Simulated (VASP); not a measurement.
OSZICAR of a VASP run on Te:

File OSZICAR:
```
       N       E                     dE             d eps       ncg     rms          rms(c)
DAV:   1     0.132327097809E+03    0.13233E+03   -0.45921E+04   688   0.112E+03
DAV:   2    -0.565482219395E+03   -0.69781E+03   -0.67261E+03   848   0.188E+02
DAV:   3    -0.632149853178E+03   -0.66668E+02   -0.65512E+02   800   0.605E+01
DAV:   4    -0.634509792808E+03   -0.23599E+01   -0.23339E+01   904   0.117E+01
DAV:   5    -0.634589736079E+03   -0.79943E-01   -0.79604E-01   922   0.235E+00    0.269E+01
DAV:   6    -0.629624085549E+03    0.49657E+01   -0.73972E-01   808   0.357E+00    0.193E+01
DAV:   7    -0.601995004764E+03    0.27629E+02   -0.12084E+01   714   0.855E+00    0.858E+00
DAV:   8    -0.609881221192E+03   -0.78862E+01   -0.55501E+00   712   0.752E+00    0.259E+00
DAV:   9    -0.609633239339E+03    0.24798E+00   -0.41274E-01   772   0.236E+00    0.215E+00
DAV:  10    -0.609863586293E+03   -0.23035E+00   -0.24416E-01   734   0.172E+00    0.399E-01
DAV:  11    -0.609902987134E+03   -0.39401E-01   -0.11927E-01   706   0.134E+00    0.268E-01
DAV:  12    -0.609952430941E+03   -0.49444E-01   -0.51618E-02   724   0.924E-01    0.543E-01
DAV:  13    -0.609948685564E+03    0.37454E-02   -0.77091E-03   788   0.365E-01    0.329E-01
DAV:  14    -0.609953563199E+03   -0.48776E-02   -0.75489E-03   724   0.378E-01    0.351E-01
DAV:  15    -0.609954815509E+03   -0.12523E-02   -0.69378E-04   770   0.115E-01    0.211E-01
DAV:  16    -0.609954670990E+03    0.14452E-03   -0.10622E-04   784   0.466E-02    0.185E-01
DAV:  17    -0.609954824476E+03   -0.15349E-03   -0.53993E-05   750   0.337E-02    0.720E-02
DAV:  18    -0.609954834710E+03   -0.10234E-04   -0.12902E-05   800   0.156E-02    0.668E-02
DAV:  19    -0.609954834670E+03    0.40564E-07   -0.39404E-07   682   0.197E-03
   1 F= -.60995483E+03 E0= -.60995483E+03  d E =-.467100E-12
 Found     2 degrees of freedom:
       N       E                     dE             d eps       ncg     rms          rms(c)
DAV:   1    -0.609953624136E+03    0.12106E-02   -0.11437E-01  1448   0.807E-01    0.180E-01
DAV:   2    -0.609954361004E+03   -0.73687E-03   -0.46780E-03  1600   0.168E-01    0.550E-02
DAV:   3    -0.609954419224E+03   -0.58219E-04   -0.19003E-04  1760   0.363E-02    0.339E-02
DAV:   4    -0.609954425699E+03   -0.64757E-05   -0.21366E-05  1608   0.159E-02    0.145E-02
DAV:   5    -0.609954426259E+03   -0.56010E-06   -0.12080E-05  1552   0.130E-02    0.478E-03
DAV:   6    -0.609954429024E+03   -0.27648E-05   -0.36893E-06  1600   0.734E-03    0.435E-03
DAV:   7    -0.609954429280E+03   -0.25539E-06   -0.41650E-07  1512   0.230E-03    0.216E-03
DAV:   8    -0.609954429353E+03   -0.72910E-07   -0.98895E-08   928   0.118E-03
   2 F= -.60995443E+03 E0= -.60995443E+03  d E =-.122737E-11
       N       E                     dE             d eps       ncg     rms          rms(c)
DAV:   1    -0.609951540385E+03    0.28889E-02   -0.34324E-01  1388   0.134E+00    0.321E-01
DAV:   2    -0.609954230759E+03   -0.26904E-02   -0.15499E-02  1608   0.299E-01    0.908E-02
DAV:   3    -0.609954462337E+03   -0.23158E-03   -0.66014E-04  1796   0.691E-02    0.537E-02
DAV:   4    -0.609954493434E+03   -0.31098E-04   -0.81404E-05  1616   0.310E-02    0.247E-02
DAV:   5    -0.609954499207E+03   -0.57725E-05   -0.47687E-05  1568   0.250E-02    0.895E-03
DAV:   6    -0.609954510466E+03   -0.11259E-04   -0.12274E-05  1600   0.131E-02    0.731E-03
DAV:   7    -0.609954510801E+03   -0.33504E-06   -0.13840E-06  1600   0.422E-03    0.387E-03
DAV:   8    -0.609954511029E+03   -0.22771E-06   -0.55778E-07  1616   0.280E-03    0.142E-03
DAV:   9    -0.609954511131E+03   -0.10227E-06   -0.17857E-07  1024   0.172E-03    0.740E-04
DAV:  10    -0.609954511158E+03   -0.27099E-07   -0.42816E-08   840   0.737E-04
   3 F= -.60995451E+03 E0= -.60995451E+03  d E =-.226902E-11
       N       E                     dE             d eps       ncg     rms          rms(c)
DAV:   1    -0.609952542085E+03    0.19690E-02   -0.22832E-01  1376   0.111E+00    0.213E-01
DAV:   2    -0.609954113213E+03   -0.15711E-02   -0.10373E-02  1600   0.247E-01    0.653E-02
DAV:   3    -0.609954233755E+03   -0.12054E-03   -0.45114E-04  1832   0.537E-02    0.452E-02
DAV:   4    -0.609954245724E+03   -0.11969E-04   -0.38469E-05  1600   0.212E-02    0.223E-02
DAV:   5    -0.609954251787E+03   -0.60624E-05   -0.30746E-05  1568   0.201E-02    0.772E-03
DAV:   6    -0.609954257492E+03   -0.57057E-05   -0.75621E-06  1592   0.106E-02    0.636E-03
DAV:   7    -0.609954257660E+03   -0.16745E-06   -0.89472E-07  1592   0.333E-03    0.408E-03
DAV:   8    -0.609954257875E+03   -0.21526E-06   -0.29894E-07  1248   0.202E-03    0.969E-04
DAV:   9    -0.609954257973E+03   -0.98449E-07   -0.16332E-07   928   0.163E-03
   4 F= -.60995426E+03 E0= -.60995426E+03  d E =-.220951E-11
       N       E                     dE             d eps       ncg     rms          rms(c)
DAV:   1    -0.609951068564E+03    0.31893E-02   -0.32317E-01  1376   0.134E+00    0.412E-01
DAV:   2    -0.609953981200E+03   -0.29126E-02   -0.16415E-02  1648   0.311E-01    0.112E-01
DAV:   3    -0.609954191677E+03   -0.21048E-03   -0.68472E-04  1746   0.736E-02    0.633E-02
DAV:   4    -0.609954233437E+03   -0.41760E-04   -0.73658E-05  1616   0.297E-02    0.362E-02
DAV:   5    -0.609954241972E+03   -0.85358E-05   -0.45963E-05  1532   0.250E-02    0.844E-03
DAV:   6    -0.609954254080E+03   -0.12108E-04   -0.24288E-05  1560   0.182E-02    0.101E-02
DAV:   7    -0.609954257408E+03   -0.33276E-05   -0.28254E-06  1580   0.611E-03    0.464E-03
DAV:   8    -0.609954257351E+03    0.56854E-07   -0.44280E-07  1552   0.252E-03
   5 F= -.60995426E+03 E0= -.60995426E+03  d E =-.225370E-11
```

Task: Which electronic solver shows in the log?

Result: It is blocked Davidson (ALGO = Normal, or the opening steps of other solvers). The INCAR had ALGO = Normal.

Task: Can the final energy be trusted as converged?

Result: The run converged. It stopped with EDIFF = 1E-7, NELM = 100 (r2SCAN meta-GGA, plane waves, VASP's PBE PAW potentials (set 64)).

The cell is a supercell, built from Te (trig).
